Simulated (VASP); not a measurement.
Here is a VASP 6.6.1 calculation.

The input INCAR:

```
SYSTEM = Cu
ALGO = Fast ; EDIFF = 1E-7
EDIFFG = -0.005 ; ENCUT = 480
GGA = PS ; IBRION = 2
ISIF = 3 ; ISMEAR = 0
LASPH = .TRUE. ; LCHARG = .FALSE.
LREAL = .FALSE. ; LWAVE = .FALSE.
NELM = 100 ; NSW = 90
PREC = Accurate ; SIGMA = 0.1
```

KPOINTS

```
k-points
0
G
  20 20 20
  0 0 0
```

Contents of POSCAR:

```
Cu
1.0
    0.0000000000      1.8250000000      1.8250000000
    1.8250000000      0.0000000000      1.8250000000
    1.8250000000      1.8250000000      0.0000000000
Cu
1
Direct
    0.0000000000      0.0000000000      0.0000000000
```

Potentials or basis: VASP PAW PBE potentials, release 64 (Cu).

Launch:

```console
$ cat potpaw_PBE.64/Cu/POTCAR > POTCAR
$ mpirun -np 1 vasp_std > vasp.out
```

(1) Predict the band gap on the k mesh.

(2) Predict the relaxed cell.

Results:

(1) none (metal or under the smearing width).

(2) a = 2.524 Å, b = 2.524 Å, c = 2.524 Å, α = 60.00°, β = 60.00°, γ = 60.00°.
